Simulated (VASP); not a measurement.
# Fe2Ni2O3 (R-3m) in VASP: single point with r2SCAN

Aim: the single point of Fe2Ni2O3 with r2SCAN.

Program: VASP 6.6.1. These are calculated values, not measurements. Logs are shortened: lines on timing, memory, paths and dates and some standing lists are left out, and cuts for length are marked.

## 1. Starting point

It takes space group R-3m (No. 166, trigonal). Conventional cell: a = 4.498 Å, b = 4.498 Å, c = 11.160 Å, α = 90.00°, β = 90.00°, γ = 120.00°. Around O (site symmetry 2/m) lie 2 Ni at 1.51 Å. Around Ni (site symmetry 3m) lie 3 O at 1.51 Å. Fe (site symmetry -3m) has 6 O at 2.27 Å as nearest neighbours. Fe (site symmetry -3m) has 6 O at 2.25 Å as nearest neighbours.

The cell was built by a generator and needn't be a form met in nature.

## 2. Single point, r2SCAN, collinear spin, twin_end start

The input, POSCAR:

```
Fe2Ni2O3
1.0
    2.2488250500      3.8950793000      0.0000000000
   -2.2488250500      3.8950793000      0.0000000000
    0.0000000000     -2.5967168900      3.7199624500
O Ni Fe
3 2 2
Direct
    0.0000000000      0.0000000000      0.5000000000
    0.5000000000      0.0000000000      0.5000000000
    0.0000000000      0.5000000000      0.5000000000
    0.2351000000      0.2351000000      0.7053000000
    0.7649000000      0.7649000000      0.2947000000
    0.0000000000      0.0000000000      0.0000000000
    0.5000000000      0.5000000000      0.5000000000
```

The input, INCAR.step1:

```
SYSTEM = Fe2Ni2O3
ALGO = Normal
EDIFF = 1E-4
ENCUT = 520
GGA = PE
ISMEAR = -5
ISPIN = 2
LASPH = .True.
LCHARG = .False.
LMAXMIX = 4
LREAL = .False.
LWAVE = .True.
MAGMOM = 0.1 0.1 0.1 0.13 0.13 3.54 3.45
NELM = 150
PREC = Accurate
SIGMA = 0.1
```

The input, INCAR.step2:

```
SYSTEM = Fe2Ni2O3
ALGO = Normal
EDIFF = 1E-6
ENCUT = 520
ISIF = 2
ISMEAR = -1
ISPIN = 2
ISTART = 1
LASPH = .True.
LCHARG = .False.
LMAXMIX = 4
LMIXTAU = .True.
LORBIT = 11
LREAL = .False.
LWAVE = .False.
MAGMOM = 0.1 0.1 0.1 0.13 0.13 3.54 3.45
METAGGA = R2SCAN
NELM = 150
PREC = Accurate
SIGMA = 0.1
```

The input, KPOINTS:

```
k-points
0
Gamma
  5 5 5
  0 0 0
```

Potentials or basis: VASP PAW PBE potentials, release 64 (O, Ni, Fe).

Started as:

```console
$ cat potpaw_PBE.64/O/POTCAR potpaw_PBE.64/Ni/POTCAR potpaw_PBE.64/Fe/POTCAR > POTCAR
$ cp INCAR.step1 INCAR
$ mpirun -np 1 vasp_std > vasp.out
$ cp INCAR.step2 INCAR
$ mpirun -np 1 vasp_std > vasp.out
```

OUTCAR:

```text
SYSTEM = Fe2Ni2O3
   EDIFF = 1E-6
   ENCUT = 520
   ISIF = 2
   ISMEAR = -1
   ISPIN = 2
   ISTART = 1
   LASPH = .True.
   LORBIT = 11
   LREAL = .False.
   METAGGA = R2SCAN
   NELM = 150
   PREC = Accurate

 ion  position               nearest neighbor table
   1  0.000  0.000  0.500-   4 1.51   5 1.51   7 2.25   7 2.25   6 2.27   6 2.27
   2  0.500  0.000  0.500-   4 1.51   5 1.51   7 2.25   7 2.25   6 2.27   6 2.27
   3  0.000  0.500  0.500-   4 1.51   5 1.51   7 2.25   7 2.25   6 2.27   6 2.27
   4  0.235  0.235  0.705-   2 1.51   3 1.51   1 1.51   6 2.62   7 2.71   7 2.71   7 2.71   6 2.82
                             6 2.82   6 2.82   7 2.96   5 3.01   5 3.01   5 3.01
   5  0.765  0.765  0.295-   2 1.51   3 1.51   1 1.51   6 2.62   7 2.71   7 2.71   7 2.71   6 2.82
                             6 2.82   6 2.82   7 2.96   4 3.01   4 3.01   4 3.01
   6  0.000  0.000  0.000-   1 2.27   1 2.27   3 2.27   2 2.27   3 2.27   2 2.27   4 2.62   5 2.62
                             4 2.82   5 2.82   4 2.82   5 2.82   4 2.82   5 2.82
   7  0.500  0.500  0.500-   1 2.25   1 2.25   2 2.25   2 2.25   3 2.25   3 2.25   4 2.71   5 2.71
                             5 2.71   4 2.71   4 2.71   5 2.71   5 2.96   4 2.96

  LATTYP: Found a trigonal (rhomboedric) cell.
 ALAT       =     4.5366374864
 COS(alpha) =     0.5085567128

  Lattice vectors:

 A1 = (  -2.2488250500,   1.2983624100,   3.7199624500)
 A2 = (   0.0000000000,  -2.5967168900,   3.7199624500)
 A3 = (   2.2488250500,   1.2983624100,   3.7199624500)

Analysis of symmetry for initial positions (statically):
=====================================================================
 Subroutine PRICEL returns:
 Original cell was already a primitive cell.

 Routine SETGRP: Setting up the symmetry group for a
 trigonal (rhombohedral) supercell.

 Subroutine GETGRP returns: Found 12 space group operations
 (whereof 12 operations were pure point group operations)
 out of a pool of 12 trial point group operations.

The static configuration has the point symmetry D_3d.

Analysis of symmetry for dynamics (positions and initial velocities):
=====================================================================
 Subroutine PRICEL returns:
 Original cell was already a primitive cell.

 Routine SETGRP: Setting up the symmetry group for a
 trigonal (rhombohedral) supercell.

 Subroutine GETGRP returns: Found 12 space group operations
 (whereof 12 operations were pure point group operations)
 out of a pool of 12 trial point group operations.

The dynamic configuration has the point symmetry D_3d.

Analysis of structural, dynamic, and magnetic symmetry:
=====================================================================
 Subroutine PRICEL returns:
 Original cell was already a primitive cell.

 Routine SETGRP: Setting up the symmetry group for a
 trigonal (rhombohedral) supercell.

 Subroutine GETGRP returns: Found 12 space group operations
 (whereof 12 operations were pure point group operations)
 out of a pool of 12 trial point group operations.

The overall configuration has the point symmetry D_3d.

 Subroutine INISYM returns: Found 12 space group operations
 (whereof 12 operations are pure point group operations),
 and found     1 'primitive' translations

----------------------------------------------------------------------------------------

                                     Primitive cell

  volume of cell :      65.1689

  direct lattice vectors                    reciprocal lattice vectors
     2.248825050  3.895079300  0.000000000     0.222338327  0.128367091  0.089606548
    -2.248825050  3.895079300  0.000000000    -0.222338327  0.128367091  0.089606548
     0.000000000 -2.596716890  3.719962450     0.000000000  0.000000000  0.268819918

  length of vectors
     4.497650149  4.497650149  4.536635233     0.271922370  0.271922370  0.268819918

  position of ions in fractional coordinates (direct lattice)
     1.000000000  1.000000000  0.500000000
     0.500000000  1.000000000  0.500000000
     1.000000000  0.500000000  0.500000000
     0.235100000  0.235100000  0.705300000
     0.764900000  0.764900000  0.294700000
     0.000000000  0.000000000  0.000000000
     0.500000000  0.500000000  0.500000000

  ion indices of the primitive-cell ions
   primitive index   ion index
                 1           1
                 2           2
                 3           3
                 4           4
                 5           5
                 6           6
                 7           7

----------------------------------------------------------------------------------------

 KPOINTS: k-points

Automatic generation of k-mesh.
 Grid dimensions read from file:
 generate k-points for:    5    5    5

 Generating k-lattice:

  Cartesian coordinates                     Fractional coordinates (reciprocal lattice)
     0.044467665  0.025673418  0.017921310     0.200000000  0.000000000 -0.000000000
    -0.044467665  0.025673418  0.017921310     0.000000000  0.200000000 -0.000000000
     0.000000000  0.000000000  0.053763984     0.000000000  0.000000000  0.200000000

  Length of vectors
     0.054384474  0.054384474  0.053763984

  Shift w.r.t. Gamma in fractional coordinates (k-lattice)
     0.000000000  0.000000000  0.000000000

 Subroutine IBZKPT returns following result:
 ===========================================

 Found     19 irreducible k-points:

 Following reciprocal coordinates:
            Coordinates               Weight
  0.000000  0.000000  0.000000      1.000000
  0.200000  0.000000  0.000000      6.000000
  0.400000  0.000000  0.000000      6.000000
  0.200000  0.200000  0.000000      6.000000
  0.400000  0.200000  0.000000     12.000000
 -0.400000  0.200000  0.000000     12.000000
[... 11 lines left out ...]
  0.000000  0.000000  0.400000      2.000000
  0.200000  0.000000  0.400000      6.000000
   k-points           NKPTS =     19   k-points in BZ     NKDIM =     19   number of bands    NBANDS=     36
   number of dos      NEDOS =    301   number of ions     NIONS =      7
   total plane-waves  NPLWV =  46656
   dimension x,y,z NGX =    36 NGY =   36 NGZ =   36
   dimension x,y,z NGXF=    72 NGYF=   72 NGZF=   72
   ions per type =               3   2   2
   NGX,Y,Z   is equivalent  to a cutoff of  13.31, 13.31, 13.19 a.u.
   NGXF,Y,Z  is equivalent  to a cutoff of  26.61, 26.61, 26.38 a.u.
 SYSTEM =  Fe2Ni2O3
   PREC   = accura    normal or accurate (medium, high low for compatibility)
   ISTART =      1    job   : 0-new  1-cont  2-samecut
   ICHARG =      0    charge: 1-file 2-atom 10-const
   ISPIN  =      2    spin polarized calculation?
   LNONCOLLINEAR =      F non collinear calculations
   LSORBIT =      F    spin-orbit coupling
   LASPH  =      T    aspherical Exc in radial PAW
   ENCUT  =  520.0 eV  38.22 Ry    6.18 a.u.   8.36  8.36  8.44*2*pi/ulx,y,z
   NELM   =    150;   NELMIN=  2; NELMDL=  0     # of ELM steps
   EDIFF  = 0.1E-05   stopping-criterion for ELM
   LREAL  =      F    real-space projection
   EDIFFG = 0.1E-04   stopping-criterion for IOM
   NSW    =      0    number of steps for IOM
   IBRION =     -1    ionic relax: 0-MD 1-quasi-New 2-CG
   NFREE  =      0    steps in history (QN), initial steepest desc. (CG)
   ISIF   =      2    stress and relaxation
   ISYM   =      2    0-nonsym 1-usesym 2-fastsym
   POTIM  = 0.5000    time-step for ionic-motion
   TEBEG  =    0.0;   TEEND  =   0.0 temperature during run
   PSTRESS=    0.0 pullay stress
   NELECT =      54.0000    total number of electrons
   NUPDOWN=      -1.0000    fix difference up-down
   EMIN   =  10.00;   EMAX   =-10.00  energy-range for DOS
   EFERMI =   0.00;   METHOD = LEGACY
   ISMEAR =    -1;   SIGMA  =   0.10  broadening in eV -4-tet -1-fermi 0-gaus
   EFERMI_NEDOS =   21; number of points for ismear=-14 and -15
   IALGO  =     38    algorithm
   IMIX   =      4    mixing-type and parameters
     AMIX     =   0.40;   BMIX     =  1.00
     AMIX_MAG =   1.60;   BMIX_MAG =  1.00
  volume/ion in A,a.u.               =       9.31        62.83
  Fermi-wavevector in a.u.,A,eV,Ry     =   1.537656  2.905749 32.169432  2.364387
  Thomas-Fermi vector in A             =   2.644134
   LORBIT       =     11    0 simple, 1 ext, 2 COOP (PROOUT), +10 PAW based schemes
   METAGGA = R2SCAN    functional components
   LHFCALC =     F    Hartree Fock is set to
   AEXX    =    0.0000 exact exchange contribution
   IVDW    =     0    specifies the selected vdW correction
   LEPSILON=     F    determine dielectric tensor
   LRPA    =     F    only Hartree local field effects (RPA)
 spin polarized calculation
  energy-cutoff  :      520.00
  volume of cell :       65.17
 maximum number of plane-waves:      1795
 NGX is ok and might be reduce to    36

 number of electron      54.0000012 magnetization       6.9305435

 Free energy of the ion-electron system (eV)
  ---------------------------------------------------
  ext. energy  EPLUGINS =         0.00000000
  ---------------------------------------------------
  free energy    TOTEN  =       -60.43712273 eV

  energy without entropy =      -60.29887497  energy(sigma->0) =      -60.36799885

 E-fermi :   8.6649     XC(G=0): -13.4520

 val. band max:        8.6613234692   @ k =   0.4000   0.0000   0.0000
 cond. band min:       8.6747021265   @ k =  -0.4000  -0.0000   0.2000
 fundamental gap:      0.0133786572
 Fermi energy:         8.6649070939

 spin component 1

 k-point     1 :       0.0000    0.0000    0.0000
  band No.  band energies     occupation
      1     -16.6289      1.00000
      2     -14.6780      1.00000
      3     -14.6780      1.00000
      4      -2.8661      1.00000
      5      -2.4984      1.00000
      6      -2.4984      1.00000
[... 28 lines left out ...]
     35      13.8851      0.00000
     36      16.2455      0.00000
[... 670 lines left out ...]
      5      -2.5787      1.00000
      6      -2.4080      1.00000
[... 28 lines left out ...]
     35      13.3911      0.00000
     36      14.9261      0.00000
 Fermi energy:         8.6649070939

 spin component 2

 k-point     1 :       0.0000    0.0000    0.0000
  band No.  band energies     occupation
      1     -16.4504      1.00000
      2     -14.4479      1.00000
      3     -14.4479      1.00000
      4      -2.7234      1.00000
      5      -2.3196      1.00000
      6      -2.3196      1.00000
[... 28 lines left out ...]
     35      14.5503      0.00000
     36      16.4650      0.00000
[... 671 lines left out ...]
      6      -2.3227      1.00000
[... 28 lines left out ...]
     35      14.0147      0.00000
     36      15.3176      0.00000

------------------------ aborting loop because EDIFF is reached ----------------------------------------

  FORCE on cell =-STRESS in cart. coord.  units (eV):
  Direction    XX          YY          ZZ          XY          YZ          ZX
  --------------------------------------------------------------------------------------
  -------------------------------------------------------------------------------------
  Total       54.7292062     54.7292078     34.3447249      0.0000000      0.0000244      0.0000000
  in kB     1345.5170512   1345.5170900    844.3647580      0.0000000      0.0006000      0.0000000
  external PRESSURE =    1178.4662997 kB  Pullay stress =       0.0000000 kB

 VOLUME and BASIS-vectors are now :
 -----------------------------------------------------------------------------
  energy-cutoff  :      520.00
  volume of cell :       65.17
      direct lattice vectors                 reciprocal lattice vectors
     2.248825050  3.895079300  0.000000000     0.222338327  0.128367091  0.089606548
    -2.248825050  3.895079300  0.000000000    -0.222338327  0.128367091  0.089606548
     0.000000000 -2.596716890  3.719962450     0.000000000  0.000000000  0.268819918

 POSITION                                       TOTAL-FORCE (eV/Angst)
 -----------------------------------------------------------------------------------
      0.00000     -1.29836      1.85998        -0.000000     -0.000000      0.000000
      1.12441      0.64918      1.85998         0.000000     -0.000000      0.000000
     -1.12441      0.64918      1.85998        -0.000000     -0.000000      0.000000
      0.00000      0.00000      2.62369        -0.000000      0.000016     22.136031
      0.00000      5.19344      1.09627        -0.000000     -0.000016    -22.136031
      0.00000      0.00000      0.00000        -0.000000     -0.000000      0.000000
      0.00000      2.59672      1.85998        -0.000000      0.000000      0.000000
 -----------------------------------------------------------------------------------
    total drift:                                0.000000     -0.000000      0.000000

  FREE ENERGIE OF THE ION-ELECTRON SYSTEM (eV)
  ---------------------------------------------------
  free  energy   TOTEN  =       -60.4371227292 eV

  energy  without entropy=      -60.2988749694  energy(sigma->0) =      -60.36799885

 total charge

# of ion       s       p       d       tot
------------------------------------------
    1        1.616   3.696   0.000   5.312
    2        1.616   3.696   0.000   5.312
    3        1.616   3.696   0.000   5.312
    4        0.766   1.330   9.099  11.195
    5        0.766   1.330   9.099  11.195
    6        0.252   0.281   6.223   6.756
    7        0.254   0.295   6.230   6.779
--------------------------------------------------
tot          6.886  14.324  30.651  51.861

 magnetization (x)

# of ion       s       p       d       tot
------------------------------------------
    1        0.016   0.082   0.000   0.098
    2        0.016   0.082   0.000   0.098
    3        0.016   0.082   0.000   0.098
    4       -0.004  -0.023   0.130   0.103
    5       -0.004  -0.023   0.130   0.103
    6        0.025   0.007   3.286   3.318
    7        0.021   0.007   3.215   3.243
--------------------------------------------------
tot          0.087   0.213   6.762   7.061
```

It took 6.9 min on 1 thread of AMD EPYC 9R45 (Zen 5), shared host; peak memory 0.27 GiB.

Results:

* Free energy: -60.4371 eV
* Pressure: 117.8 GPa
* Largest force: 22.136 eV/Å
* Band gap on the k mesh: none (metal or under the smearing width)
* Net moment: 6.93 μB per cell
* Site moments: O +0.10; Ni +0.10; Fe +3.32, +3.24 μB
* Valence electrons inside the program's atomic spheres: O 5.31; Ni 11.20; Fe 6.76, 6.78

Forces on the atoms (eV/Å):
```
O     0.000   0.000   0.000
O     0.000   0.000   0.000
O     0.000   0.000   0.000
Ni    0.000   0.000  22.136
Ni    0.000   0.000 -22.136
Fe    0.000   0.000   0.000
Fe    0.000   0.000   0.000
```

Caveat: a pressure of tens of GPa on the cell as given is suspect, and the run, the potentials or the cell itself is likely at fault; the PAW data sets were made with another functional, which shifts forces and pressure a little; semilocal functionals often make such compounds metallic where correlation or magnetic order opens a gap, which also shifts bond lengths. With open d or f shells a metallic result of r2SCAN can be an artefact of self-interaction; +U or a hybrid may open a gap.
